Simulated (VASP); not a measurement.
# TiIn2Au (Cmcm) in VASP: single point with PBE

Aim: the single point of TiIn2Au with PBE.

Program: VASP 6.6.1. These are calculated values, not measurements. Logs are shortened: lines on timing, memory, paths and dates and some standing lists are left out, and cuts for length are marked.

### Step 1. Starting point

Symmetry: Cmcm, No. 63, orthorhombic system. The conventional cell has a = 4.391 Å, b = 10.370 Å, c = 7.068 Å, α = 90.00°, β = 90.00°, γ = 90.00°. In (site symmetry m) has 3 Au at 2.66 to 2.71 Å and 2 In at 2.79 to 2.92 Å as nearest neighbours. Around Au (site symmetry m2m) lie 6 In at 2.66 to 2.71 Å and 1 Ti at 2.97 Å. Around Ti (site symmetry m2m) lie 3 Au at 2.97 to 3.12 Å and 10 In at 3.13 to 3.41 Å.

The cell was built by a generator and needn't be a form met in nature.

### Step 2. Single point, PBE

Input file INCAR:

```
ALGO = Normal ; EDIFF = 1E-6
ENCUT = 520 ; GGA = PE
ISIF = 2 ; ISMEAR = -1
LASPH = True ; LCHARG = False
LREAL = False ; LWAVE = False
NBANDS = 59 ; NELM = 100
PREC = Accurate ; SIGMA = 0.1
```

Input file KPOINTS:

```
k-points
0
Gamma
  5 5 3
```

Input file POSCAR:

```
TiIn2Au
1.0
    4.3909500000      0.0000000000      0.0000000000
    2.1954750000     -5.1849990000      0.0000000000
    0.0000000000      0.0000000000     -7.0681070000
In Au Ti
4 2 2
Direct
    0.3636400000      0.2727200000      0.9476300000
    0.6363600000      0.7272800000      0.4476300000
    0.6363600000      0.7272800000      0.0523700000
    0.3636400000      0.2727200000      0.5523700000
    0.7894600000      0.4210800000      0.7500000000
    0.2105400000      0.5789200000      0.2500000000
    0.0759300000      0.8481400000      0.7500000000
    0.9240700000      0.1518600000      0.2500000000
```

Potentials or basis: VASP PAW PBE potentials, release 64 (In_d, Au, Ti_sv).

The run is started by

```bash
$ cat potpaw_PBE.64/In_d/POTCAR potpaw_PBE.64/Au/POTCAR potpaw_PBE.64/Ti_sv/POTCAR > POTCAR
$ mpirun -np 1 vasp_std > vasp.out
```

OUTCAR:

```text
EDIFF = 1E-6
   ENCUT = 520
   GGA = PE
   ISIF = 2
   ISMEAR = -1
   LASPH = True
   LREAL = False
   NELM = 100
   PREC = Accurate

 ion  position               nearest neighbor table
   1  0.364  0.273  0.948-   6 2.66   5 2.71   5 2.71   4 2.79   3 2.92   8 3.13   8 3.13   7 3.29
                             3 3.31   3 3.31   7 3.41   7 3.41
   2  0.636  0.727  0.448-   5 2.66   6 2.71   6 2.71   3 2.79   4 2.92   7 3.13   7 3.13   8 3.29
                             4 3.31   4 3.31   8 3.41   8 3.41
   3  0.636  0.727  0.052-   5 2.66   6 2.71   6 2.71   2 2.79   1 2.92   7 3.13   7 3.13   8 3.29
                             1 3.31   1 3.31   8 3.41   8 3.41
   4  0.364  0.273  0.552-   6 2.66   5 2.71   5 2.71   1 2.79   2 2.92   8 3.13   8 3.13   7 3.29
                             2 3.31   2 3.31   7 3.41   7 3.41
   5  0.789  0.421  0.750-   2 2.66   3 2.66   1 2.71   4 2.71   1 2.71   4 2.71   7 2.97   7 3.12
                             7 3.12
   6  0.211  0.579  0.250-   1 2.66   4 2.66   2 2.71   3 2.71   3 2.71   2 2.71   8 2.97   8 3.12
                             8 3.12
   7  0.076  0.848  0.750-   5 2.97   5 3.12   5 3.12   3 3.13   2 3.13   3 3.13   2 3.13   1 3.29
                             4 3.29   4 3.41   1 3.41   1 3.41   4 3.41
   8  0.924  0.152  0.250-   6 2.97   6 3.12   6 3.12   4 3.13   1 3.13   4 3.13   1 3.13   3 3.29
                             2 3.29   2 3.41   3 3.41   3 3.41   2 3.41

  LATTYP: Found a base centered orthorhombic cell.
 ALAT       =     4.3909500000
 B/A-ratio  =     2.3616752639
 C/A-ratio  =     1.6096988123

  Lattice vectors:

 A1 = (   2.1954750000,   5.1849990000,   0.0000000000)
 A2 = (   2.1954750000,  -5.1849990000,   0.0000000000)
 A3 = (   0.0000000000,   0.0000000000,  -7.0681070000)

Analysis of symmetry for initial positions (statically):
=====================================================================
 Subroutine PRICEL returns:
 Original cell was already a primitive cell.

 Routine SETGRP: Setting up the symmetry group for a
 base centered orthorhombic supercell.

 Subroutine GETGRP returns: Found  8 space group operations
 (whereof  4 operations were pure point group operations)
 out of a pool of  8 trial point group operations.

The static configuration has the point symmetry C_2h.
 The point group associated with its full space group is D_2h.

Analysis of symmetry for dynamics (positions and initial velocities):
=====================================================================
 Subroutine PRICEL returns:
 Original cell was already a primitive cell.

 Routine SETGRP: Setting up the symmetry group for a
 base centered orthorhombic supercell.

 Subroutine GETGRP returns: Found  8 space group operations
 (whereof  4 operations were pure point group operations)
 out of a pool of  8 trial point group operations.

The dynamic configuration has the point symmetry C_2h.
 The point group associated with its full space group is D_2h.

 Subroutine INISYM returns: Found  8 space group operations
 (whereof  4 operations are pure point group operations),
 and found     1 'primitive' translations

----------------------------------------------------------------------------------------

                                     Primitive cell

  volume of cell :     160.9201

  direct lattice vectors                    reciprocal lattice vectors
     4.390950000  0.000000000  0.000000000     0.227741149  0.096432034  0.000000000
     2.195475000 -5.184999000  0.000000000     0.000000000 -0.192864068  0.000000000
     0.000000000  0.000000000 -7.068107000     0.000000000  0.000000000 -0.141480597

  length of vectors
     4.390950000  5.630659385  7.068107000     0.247315928  0.192864068  0.141480597

  position of ions in fractional coordinates (direct lattice)
     0.363640000  0.272720000  0.947630000
     0.636360000  0.727280000  0.447630000
     0.636360000  0.727280000  0.052370000
     0.363640000  0.272720000  0.552370000
     0.789460000  0.421080000  0.750000000
     0.210540000  0.578920000  0.250000000
     0.075930000  0.848140000  0.750000000
     0.924070000  0.151860000  0.250000000

  ion indices of the primitive-cell ions
   primitive index   ion index
                 1           1
                 2           2
                 3           3
                 4           4
                 5           5
                 6           6
                 7           7
                 8           8

----------------------------------------------------------------------------------------

 KPOINTS: k-points

Automatic generation of k-mesh.
 Grid dimensions read from file:
 generate k-points for:    5    5    3

 Generating k-lattice:

  Cartesian coordinates                     Fractional coordinates (reciprocal lattice)
     0.045548230  0.019286407  0.000000000     0.200000000 -0.000000000  0.000000000
     0.000000000 -0.038572814  0.000000000     0.000000000  0.200000000  0.000000000
     0.000000000  0.000000000 -0.047160199     0.000000000  0.000000000  0.333333333

  Length of vectors
     0.049463186  0.038572814  0.047160199

  Shift w.r.t. Gamma in fractional coordinates (k-lattice)
     0.000000000  0.000000000  0.000000000

 Subroutine IBZKPT returns following result:
 ===========================================

 Found     18 irreducible k-points:

 Following reciprocal coordinates:
            Coordinates               Weight
  0.000000  0.000000  0.000000      1.000000
  0.200000 -0.000000  0.000000      4.000000
  0.400000 -0.000000  0.000000      4.000000
  0.000000  0.200000  0.000000      2.000000
  0.400000  0.200000  0.000000      2.000000
 -0.400000  0.200000  0.000000      4.000000
[... 10 lines left out ...]
  0.000000  0.400000  0.333333      4.000000
 -0.200000  0.400000  0.333333      4.000000
   k-points           NKPTS =     18   k-points in BZ     NKDIM =     18   number of bands    NBANDS=     59
   number of dos      NEDOS =    301   number of ions     NIONS =      8
   total plane-waves  NPLWV =  81648
   dimension x,y,z NGX =    36 NGY =   42 NGZ =   54
   dimension x,y,z NGXF=    72 NGYF=   84 NGZF=  108
   ions per type =               4   2   2
   NGX,Y,Z   is equivalent  to a cutoff of  13.63, 12.40, 12.70 a.u.
   NGXF,Y,Z  is equivalent  to a cutoff of  27.26, 24.80, 25.40 a.u.
 SYSTEM =  unknown system
   PREC   = accura    normal or accurate (medium, high low for compatibility)
   ISTART =      0    job   : 0-new  1-cont  2-samecut
   ICHARG =      2    charge: 1-file 2-atom 10-const
   ISPIN  =      1    spin polarized calculation?
   LNONCOLLINEAR =      F non collinear calculations
   LSORBIT =      F    spin-orbit coupling
   LASPH  =      T    aspherical Exc in radial PAW
   ENCUT  =  520.0 eV  38.22 Ry    6.18 a.u.   8.16 10.47 13.14*2*pi/ulx,y,z
   NELM   =    100;   NELMIN=  2; NELMDL= -5     # of ELM steps
   EDIFF  = 0.1E-05   stopping-criterion for ELM
   LREAL  =      F    real-space projection
   EDIFFG = 0.1E-04   stopping-criterion for IOM
   NSW    =      0    number of steps for IOM
   IBRION =     -1    ionic relax: 0-MD 1-quasi-New 2-CG
   NFREE  =      0    steps in history (QN), initial steepest desc. (CG)
   ISIF   =      2    stress and relaxation
   ISYM   =      2    0-nonsym 1-usesym 2-fastsym
   POTIM  = 0.5000    time-step for ionic-motion
   TEBEG  =    0.0;   TEEND  =   0.0 temperature during run
   PSTRESS=    0.0 pullay stress
   NELECT =      98.0000    total number of electrons
   NUPDOWN=      -1.0000    fix difference up-down
   EMIN   =  10.00;   EMAX   =-10.00  energy-range for DOS
   EFERMI =   0.00;   METHOD = LEGACY
   ISMEAR =    -1;   SIGMA  =   0.10  broadening in eV -4-tet -1-fermi 0-gaus
   EFERMI_NEDOS =   21; number of points for ismear=-14 and -15
   IALGO  =     38    algorithm
   IMIX   =      4    mixing-type and parameters
     AMIX     =   0.40;   BMIX     =  1.00
     AMIX_MAG =   1.60;   BMIX_MAG =  1.00
  volume/ion in A,a.u.               =      20.12       135.74
  Fermi-wavevector in a.u.,A,eV,Ry     =   1.387650  2.622279 26.199023  1.925574
  Thomas-Fermi vector in A             =   2.511851
   LORBIT       =      0    0 simple, 1 ext, 2 COOP (PROOUT), +10 PAW based schemes
   GGA     = PE    functional components
   LHFCALC =     F    Hartree Fock is set to
   AEXX    =    0.0000 exact exchange contribution
   IVDW    =     0    specifies the selected vdW correction
   LEPSILON=     F    determine dielectric tensor
   LRPA    =     F    only Hartree local field effects (RPA)
 non-spin polarized calculation
  energy-cutoff  :      520.00
  volume of cell :      160.92
 maximum number of plane-waves:      4362
 NGX is ok and might be reduce to    36
   NGX = 17   NGY = 21   NGZ = 27

 number of electron      98.0000006 magnetization

 Free energy of the ion-electron system (eV)
  ---------------------------------------------------
  ext. energy  EPLUGINS =         0.00000000
  ---------------------------------------------------
  free energy    TOTEN  =       -31.89873667 eV

  energy without entropy =      -31.59439684  energy(sigma->0) =      -31.74656676

 E-fermi :   9.4138     XC(G=0): -11.3691

 val. band max:        9.4028856036   @ k =   0.0000   0.0000   0.0000
 cond. band min:       9.4172361875   @ k =   0.0000   0.2000   0.3333
 fundamental gap:      0.0143505839
 Fermi energy:         9.4137920881

 k-point     1 :       0.0000    0.0000    0.0000
  band No.  band energies     occupation
      1     -48.1936      2.00000
      2     -48.1928      2.00000
      3     -24.4856      2.00000
      4     -24.4841      2.00000
      5     -24.4628      2.00000
      6     -24.4613      2.00000
[... 51 lines left out ...]
     58      11.7447      0.00000
     59      11.9017      0.00000

 k-point     2 :       0.2000   -0.0000    0.0000
  band No.  band energies     occupation
      1     -48.1936      2.00000
      2     -48.1928      2.00000
      3     -24.4856      2.00000
      4     -24.4841      2.00000
      5     -24.4641      2.00000
      6     -24.4626      2.00000
[... 988 lines left out ...]
      3     -24.4859      2.00000
      4     -24.4853      2.00000
      5     -24.4637      2.00000
      6     -24.4629      2.00000
[... 51 lines left out ...]
     58      12.2404      0.00000
     59      12.3839      0.00000

------------------------ aborting loop because EDIFF is reached ----------------------------------------

  FORCE on cell =-STRESS in cart. coord.  units (eV):
  Direction    XX          YY          ZZ          XY          YZ          ZX
  --------------------------------------------------------------------------------------
  -------------------------------------------------------------------------------------
  Total        4.5606776      3.4776381     10.7088047      0.0000000      0.0000000      0.0000000
  in kB       45.4077177     34.6245931    106.6206425      0.0000000      0.0000000      0.0000000
  external PRESSURE =      62.2176511 kB  Pullay stress =       0.0000000 kB

 VOLUME and BASIS-vectors are now :
 -----------------------------------------------------------------------------
  energy-cutoff  :      520.00
  volume of cell :      160.92
      direct lattice vectors                 reciprocal lattice vectors
     4.390950000  0.000000000  0.000000000     0.227741149  0.096432034  0.000000000
     2.195475000 -5.184999000  0.000000000     0.000000000 -0.192864068  0.000000000
     0.000000000  0.000000000 -7.068107000     0.000000000  0.000000000 -0.141480597

 POSITION                                       TOTAL-FORCE (eV/Angst)
 -----------------------------------------------------------------------------------
      2.19547     -1.41405     -6.69795         0.000000      1.328267     -0.882271
      4.39095     -3.77095     -3.16390         0.000000     -1.328267     -0.882271
      4.39095     -3.77095     -0.37016         0.000000     -1.328267      0.882271
      2.19547     -1.41405     -3.90421         0.000000      1.328267      0.882271
      4.39095     -2.18330     -5.30108         0.000000      0.214829      0.000000
      2.19548     -3.00170     -1.76703         0.000000     -0.214829      0.000000
      2.19548     -4.39761     -5.30108        -0.000000     -0.235338      0.000000
      4.39095     -0.78739     -1.76703         0.000000      0.235338      0.000000
 -----------------------------------------------------------------------------------
    total drift:                                0.000000      0.000000     -0.000000

  FREE ENERGIE OF THE ION-ELECTRON SYSTEM (eV)
  ---------------------------------------------------
  free  energy   TOTEN  =       -31.8987366725 eV

  energy  without entropy=      -31.5943968407  energy(sigma->0) =      -31.74656676
```

It took 90 s on 1 thread of AMD EPYC 9R45 (Zen 5), shared host; peak memory 0.32 GiB.

What came out:

- Free energy: -31.8987 eV
- Pressure: 6.2 GPa
- Largest force: 1.595 eV/Å
- Band gap on the k mesh: none (metal or under the smearing width)

Forces on the atoms (eV/Å):
```
In   0.000  1.328 -0.882
In   0.000 -1.328 -0.882
In   0.000 -1.328  0.882
In   0.000  1.328  0.882
Au   0.000  0.215  0.000
Au   0.000 -0.215  0.000
Ti   0.000 -0.235  0.000
Ti   0.000  0.235  0.000
```

Stress tensor (GPa, compression positive):
```
 4.54  0.00  0.00
 0.00  3.46  0.00
 0.00  0.00 10.66
```

Caveat: forces of over 1 eV/Å show positions far from the minimum, so gaps and moduli don't describe the material at rest.
